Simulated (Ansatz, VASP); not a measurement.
# MgO (MgO (Fm-3m)) in two plane-wave programs

One calculation is typed for both programs; each brings its own data sets. How far apart do they land? The cell is taken from a series of runs on this material, whose earlier steps may have relaxed, scaled, displaced or heated it; both programs get it as it stands.

Method: plane waves, with VASP 6.6.1 beside it; single point at PBEsol, in Ansatz 0.2.0.

## 1. The starting structure

The cell holds 216 atoms: 108 Mg and 108 O. Cell: a = 12.606 Å, b = 12.606 Å, c = 12.606 Å, α = 90.0°, β = 90.0°, γ = 90.0°.

## 2. VASP: single point, PBEsol

With cell and atoms fixed, the geometry can't cause a difference; cores, projectors, grids and the points listed under the comparison can.

Lines of VASP's logs that name or quote its potential files are left out, and so is its time.

Contents of INCAR:

```
SYSTEM = MgO
PREC = Accurate
ENCUT = 520
EDIFF = 1E-06
NELM = 120
ISMEAR = -1
SIGMA = 0.01
LREAL = Auto
ALGO = Normal
GGA = PS
NBANDS = 583
LORBIT = 11
LWAVE = .FALSE.
LCHARG = .FALSE.
ISIF = 2
LASPH = .TRUE.
GGA_COMPAT = .FALSE.
EFERMI = MIDGAP
```

Contents of POSCAR:

```
MgO
1.0
   12.6055304307      0.0000000000      0.0000000000
    0.0000000000     12.6055304307      0.0000000000
    0.0000000000      0.0000000000     12.6055304307
Mg O
108 108
Direct
    0.0000000000      0.0000000000      0.0000000000
    0.0000000000      0.1666666667      0.1666666667
    0.1666666667      0.0000000000      0.1666666667
    0.1666666667      0.1666666667      0.0000000000
    0.0000000000      0.0000000000      0.3333333333
    0.0000000000      0.1666666667      0.5000000000
    0.1666666667      0.0000000000      0.5000000000
    0.1666666667      0.1666666667      0.3333333333
    0.0000000000      0.0000000000      0.6666666667
    0.0000000000      0.1666666667      0.8333333333
    0.1666666667      0.0000000000      0.8333333333
    0.1666666667      0.1666666667      0.6666666667
    0.0000000000      0.3333333333      0.0000000000
    0.0000000000      0.5000000000      0.1666666667
    0.1666666667      0.3333333333      0.1666666667
    0.1666666667      0.5000000000      0.0000000000
    0.0000000000      0.3333333333      0.3333333333
    0.0000000000      0.5000000000      0.5000000000
    0.1666666667      0.3333333333      0.5000000000
    0.1666666667      0.5000000000      0.3333333333
    0.0000000000      0.3333333333      0.6666666667
    0.0000000000      0.5000000000      0.8333333333
    0.1666666667      0.3333333333      0.8333333333
    0.1666666667      0.5000000000      0.6666666667
    0.0000000000      0.6666666667      0.0000000000
    0.0000000000      0.8333333333      0.1666666667
    0.1666666667      0.6666666667      0.1666666667
    0.1666666667      0.8333333333      0.0000000000
    0.0000000000      0.6666666667      0.3333333333
    0.0000000000      0.8333333333      0.5000000000
[... 180 atom lines left out ...]
    0.8333333333      0.6666666667      0.3333333333
    0.8333333333      0.8333333333      0.5000000000
    0.6666666667      0.6666666667      0.8333333333
    0.6666666667      0.8333333333      0.6666666667
    0.8333333333      0.6666666667      0.6666666667
    0.8333333333      0.8333333333      0.8333333333
```

Contents of KPOINTS:

```
Automatic mesh
0
Gamma
1 1 1
0 0 0
```

Potentials, in the order of the species: Mg and O (PBE family, release 64).

Command:

```console
export OMP_NUM_THREADS=3
mpirun -np 1 vasp_gam
```

Numbers of over 12 decimals in the logs are rounded to 6 here.

The log of the run:

```text
[banner, memory and clock lines left out]
running    1 mpi-ranks, on    1 nodes
[...]
Offloading initialized ...    1 GPUs detected
[...]
|                                                                             |
|               ----> ADVICE to this user running VASP <----                  |
|                                                                             |
|     You enforced a specific xc type in the INCAR file but a different       |
|     [... a line on the potential file left out ...]
|     I HOPE YOU KNOW WHAT YOU ARE DOING!                                     |
|                                                                             |

 LDA part: xc-table for (Slater+PW92), standard interpolation
 POSCAR, INCAR and KPOINTS ok, starting setup
[...]
entering main loop
       N       E                     dE             d eps       ncg     rms          rms(c)
DAV:   1     0.858533246991E+04    0.85853E+04   -0.47549E+05  1182   0.146E+03
DAV:   2    -0.441112266648E+03   -0.90264E+04   -0.85312E+04  1700   0.346E+02
DAV:   3    -0.148010426505E+04   -0.10390E+04   -0.10297E+04  1332   0.121E+02
DAV:   4    -0.150100073397E+04   -0.20896E+02   -0.20834E+02  1412   0.175E+01
[...]
DAV:  13    -0.135127625905E+04    0.55533E-06   -0.14730E-05  1316   0.502E-03    0.512E-03
DAV:  14    -0.135127626035E+04   -0.13019E-05   -0.49761E-07   828   0.100E-03    0.224E-03
DAV:  15    -0.135127626042E+04   -0.65913E-07   -0.63563E-07   700   0.955E-04
   1 F= -.13512763E+04 E0= -.13512763E+04  d E =0.000000E+00
```

OUTCAR, selected parts (step 2):

```text
  FREE ENERGIE OF THE ION-ELECTRON SYSTEM (eV)
  ---------------------------------------------------
  free  energy   TOTEN  =     -1351.2762604208 eV

  energy  without entropy=    -1351.2762604208  energy(sigma->0) =    -1351.27626042
```

The run ends at a pressure of 0.82 GPa.

## 3. Ansatz: single point, PBEsol

Ansatz runs on its default PAW (the set named soft_2) files.

The same cell, functional, mesh and smearing now go to Ansatz.

Contents of input.yaml:

```yaml
crystal:
  lattice:
    - [12.6055304307, 0.0, 0.0]
    - [0.0, 12.6055304307, 0.0]
    - [0.0, 0.0, 12.6055304307]
  atoms:
    - { symbol: Mg, position: [0.0, 0.0, 0.0] }
    - { symbol: Mg, position: [0.0, 0.1666666667, 0.1666666667] }
    - { symbol: Mg, position: [0.1666666667, 0.0, 0.1666666667] }
    - { symbol: Mg, position: [0.1666666667, 0.1666666667, 0.0] }
    - { symbol: O, position: [0.0, 0.0, 0.1666666667] }
    - { symbol: O, position: [0.0, 0.1666666667, 0.0] }
    - { symbol: O, position: [0.1666666667, 0.0, 0.0] }
    - { symbol: O, position: [0.1666666667, 0.1666666667, 0.1666666667] }
    - { symbol: Mg, position: [0.0, 0.0, 0.3333333333] }
    - { symbol: Mg, position: [0.0, 0.1666666667, 0.5] }
    - { symbol: Mg, position: [0.1666666667, 0.0, 0.5] }
    - { symbol: Mg, position: [0.1666666667, 0.1666666667, 0.3333333333] }
    - { symbol: O, position: [0.0, 0.0, 0.5] }
    - { symbol: O, position: [0.0, 0.1666666667, 0.3333333333] }
    - { symbol: O, position: [0.1666666667, 0.0, 0.3333333333] }
    - { symbol: O, position: [0.1666666667, 0.1666666667, 0.5] }
    - { symbol: Mg, position: [0.0, 0.0, 0.6666666667] }
    - { symbol: Mg, position: [0.0, 0.1666666667, 0.8333333333] }
    - { symbol: Mg, position: [0.1666666667, 0.0, 0.8333333333] }
    - { symbol: Mg, position: [0.1666666667, 0.1666666667, 0.6666666667] }
    - { symbol: O, position: [0.0, 0.0, 0.8333333333] }
    - { symbol: O, position: [0.0, 0.1666666667, 0.6666666667] }
    - { symbol: O, position: [0.1666666667, 0.0, 0.6666666667] }
    - { symbol: O, position: [0.1666666667, 0.1666666667, 0.8333333333] }
    - { symbol: Mg, position: [0.0, 0.3333333333, 0.0] }
    - { symbol: Mg, position: [0.0, 0.5, 0.1666666667] }
    - { symbol: Mg, position: [0.1666666667, 0.3333333333, 0.1666666667] }
    - { symbol: Mg, position: [0.1666666667, 0.5, 0.0] }
    - { symbol: O, position: [0.0, 0.3333333333, 0.1666666667] }
    - { symbol: O, position: [0.0, 0.5, 0.0] }
[... 180 atom lines left out ...]
    - { symbol: Mg, position: [0.8333333333, 0.6666666667, 0.8333333333] }
    - { symbol: Mg, position: [0.8333333333, 0.8333333333, 0.6666666667] }
    - { symbol: O, position: [0.6666666667, 0.6666666667, 0.8333333333] }
    - { symbol: O, position: [0.6666666667, 0.8333333333, 0.6666666667] }
    - { symbol: O, position: [0.8333333333, 0.6666666667, 0.6666666667] }
    - { symbol: O, position: [0.8333333333, 0.8333333333, 0.8333333333] }
basis:
  ecutwfc: 420
  xc_grid: 2
hamiltonian:
  xc: pbesol
kpoints:
  mp_grid: { grid: [1, 1, 1] }
scf:
  occupations: { method: fermi_dirac, width: 0.01 }
  max_iter: 100
  lower_state_search: "off"
checkpoint:
  write: "../pristine.sampling_gamma.run"
  compress: false
  write_wavefunctions: false
  write_every: 100000
```

Command:

```console
ansatz run input.yaml --threads 10 --pin off --max-ram 65945MiB --backend cuda --events-out ev --progress --plain --runs-dir out
```

The log of the run:

```text
Engine: ansatz 0.2.0, x86_64-unknown-linux-gnu
Pseudopotentials: kind: paw
Pseudopotential: Mg, paw, valence charge 10, recommended cutoff 420 eV (normal), Mg.paw.azcp
Pseudopotential: O, paw, valence charge 6, recommended cutoff 420 eV (normal), O.paw.azcp
Functional definition: PBEsol
  exchange = pbesol_x
  correlation = pbesol_c
device memory: the entry about to start is reckoned to put 7.1 GiB on a device that reports 78.6 GiB free
GPU FFT provider: cuFFT
GPU libraries: cuBLAS 13.8.2, cuFFT 12.4.0, cuSOLVER 12.3.4
Crystal: 216 atoms, lattice volume = 2003.011 Å³
Basis set: ecut = 420 eV, 39127 PW (Γ), exchange–correlation on 180×180×180 points (8 copies of the dense FFT grid, shifted against one another)
Bands: 1080, of which v1, the nominal top of the filled ones, is band 864 counted from 1 (863 counted from 0)
Symmetry: 5184 space group operations
Space group: Fm-3m (ITA 225), of the structure as read, at distance tolerance 1.3e-4 Å
k-points: 1
Non-local potential: Mg, projectors of the file, l = 0: 3, l = 1: 2, l = 2: 1
Non-local potential: O, projectors of the file, l = 0: 2, l = 1: 2, l = 2: 1
PAW form: soft (Blöchl's): semilocal exchange-correlation on the pseudo side does not see the compensation charge
PAW frozen core: Mg, regenerated for the run's functional, and the local potential with it (the file was generated under x = pbe(κ = 0.804, μ = 0.219515), c = pbe(β = 0.066725))
PAW frozen core: O, regenerated for the run's functional, and the local potential with it (the file was generated under x = pbe(κ = 0.804, μ = 0.219515), c = pbe(β = 0.066725))
PAW one-centre angular grid: Mg, 110 points (default); XC on 64 Gauss nodes
PAW one-centre angular grid: O, 110 points (default); XC on 64 Gauss nodes
Initial density: superposition of atomic densities (neutral atoms: chi_scale 0, normalization atom), corrected by the library's trained network
Initial wavefunctions: pseudopotential atomic-orbital guess
GPU buffer pool allocated for 729000 grid points (all kernels)
GPU transforms: local potential and band sums: pruned to the plane-wave sphere, on 90×90×90
Functional: x = pbesol(κ = 0.804, μ = 0.123457), c = pbesol(β = 0.046)
SCF iter   1: F=—  HF=-267394.991083 eV  |F-HF|=—  |Δ(HF+E_count)|=         —  Δρ=1.47e-2  dr2=3.40e0  ethr=1.77e-3  ⟨swp⟩=6.0  Hψ=4565  notcnv=0  defer=2
preconditioner: auto → Resta (q_TF=auto, 2.662 Å⁻¹)  ε∞=3.4  [insulator: Δε(μ)=4.579 eV  Ē_g=15.761 eV  σ=0.010 eV  W_gap=1.00  n_scr=618 (ndim 8)  ℏωp=24.4 eV  f_vac=0.000  D(μ)=0.00/eV (n_scr^D=0)  ε∞_Penn≈3.4]
SCF iter   2: F=—  HF=-267394.070446 eV  |F-HF|=—  |Δ(HF+E_count)|=   9.21e-1  Δρ=4.73e-3  dr2=4.38e-1  ethr=1.97e-4  ⟨swp⟩=2.0  Hψ=1412  notcnv=0  defer=201
SCF iter   3: F=—  HF=-267393.963178 eV  |F-HF|=—  |Δ(HF+E_count)|=   1.07e-1  Δρ=1.01e-3  dr2=1.04e-2  ethr=2.54e-5  ⟨swp⟩=2.0  Hψ=1303  notcnv=0  defer=130
automatic band count: iteration 3 solves 1001 bands in place of 1080: the levels show a gap, and the empty bands left out lie too high to hold charge; the band table lists the bands solved (type scf.n_extra_bands for more)
SCF iter   4: F=—  HF=-267393.963778 eV  |F-HF|=—  |Δ(HF+E_count)|=   6.01e-4  Δρ=1.85e-4  dr2=5.69e-4  ethr=6.04e-7  ⟨swp⟩=1.0  Hψ=871  notcnv=0  defer=130
SCF iter   5: F=—  HF=-267393.958024 eV  |F-HF|=—  |Δ(HF+E_count)|=   5.75e-3  Δρ=4.27e-5  dr2=2.43e-5  ethr=3.29e-8  ⟨swp⟩=3.0  Hψ=1734  notcnv=0  defer=130
SCF iter   6: F=—  HF=-267393.932234 eV  |F-HF|=—  |Δ(HF+E_count)|=   2.58e-2  Δρ=1.88e-5  dr2=2.18e-6  ethr=1.41e-9  ⟨swp⟩=2.0  Hψ=1735  notcnv=0  defer=130
SCF iter   7: F=—  HF=-267393.932235 eV  |F-HF|=—  |Δ(HF+E_count)|=   1.46e-6  Δρ=3.18e-6  dr2=1.22e-7  ethr=1.26e-10  ⟨swp⟩=2.0  Hψ=1735  notcnv=0  defer=130
SCF iter   8: F=-267393.932235 eV  HF=-267393.932235 eV  |F-HF|=1.34e-9  |Δ(HF+E_count)|=   4.37e-9  Δρ=4.76e-7  dr2=1.73e-9  ethr=5.79e-12  ⟨swp⟩=2.0  Hψ=1869  notcnv=0
SCF 1 converged in 8 iterations: F = -267393.932235 eV  dr2 = 1.73e-9
  greatest PAW one-centre occupation: 1.000 electrons in one spin orbital (limit 2), on the Mg atom at site 211 (counted from 0), in its partial waves of l = 0
SCF converged after 8 iterations
Free energy (F): -267393.932235 eV
Harris-Foulkes:  -267393.932235 eV  (|F-HF|=1.34e-9)
Internal energy: -267393.932235 eV  (E = F + TS)
E sigma→0 (E₀):  -267393.932235 eV
Fermi energy:    10.462886 eV
--- Per-component energies (eV) ---
  E_band       = -31383.346493
  E_kinetic    = 27562.133387
  E_local      = -172409.935917  (includes V_loc(G=0)·N_el)
  E_nonlocal   = 15526.228131
  E_hartree    = 59509.935946
  E_xc         = -11230.504290
  E_vxc        = -14471.149388  (∫ρ·V_xc dr)
  E_paw        = -46771.978572  (= ΣΔE_a)
  E_vpaw       = -6610.755876  (= ΣTr[D̂ρ^β])
  E_aug_tail   = 0.271521  (compensation charges beyond the density's cutoff)
  E_ewald      = -139590.250660
  E_core_change = 10.168219  (= ΣΔE_core)
  E_smearing   = -0.000000  (= −TS)
  E_closure    = 0.000000  (closes the sum)
  Σ components = -267393.932235   (vs F -267393.932235, Δ=0.00e0)
```

## 4. Differences

Known differences besides the potentials themselves: the data sets hold 1728 valence electrons in Ansatz (on its default PAW (the set named soft_2) files) and 864 in VASP; the cutoff is 420 eV in Ansatz and 520 eV in VASP (PREC = Accurate, projectors in real space); Ansatz makes its cores anew for this functional, VASP keeps those of its PBE data sets. Total energies have different zeros and are not compared.

Compared:

| quantity | Ansatz | VASP | difference |
| --- | --- | --- | --- |
| gap on the k mesh (eV) | 4.704 | 4.704 | 0.000 |

A gap on the mesh is an upper bound, since the band edges may lie between its points.

## 5. Results

| Property | Result |
| --- | --- |
| difference in gap on the k mesh (single point, PBEsol) | -3.3e-4 eV |

**Reading.** The difference in gap on the k mesh is -3.3e-4 eV (single point, PBEsol), within the 0.08 eV picked in this series as the mark of a large difference. The data sets hold unlike numbers of valence electrons (1728 in Ansatz and 864 in VASP), so part of the differences comes from the potentials. How closely two codes agree says nothing of how well the functional describes the real material.

[Lines on the potential files, build, host, timing and source positions are cut from VASP's logs without a mark.]

[Logs are printed without paths, hosts, clocks, repeated set-up lines and the standing remarks that a program may print on its own settings, such as how far it seeks lower states.]

[Hosts, paths, dates, database ids (printed as entryN), source tags and the programs' standing remarks are cut or masked in the printed files.]
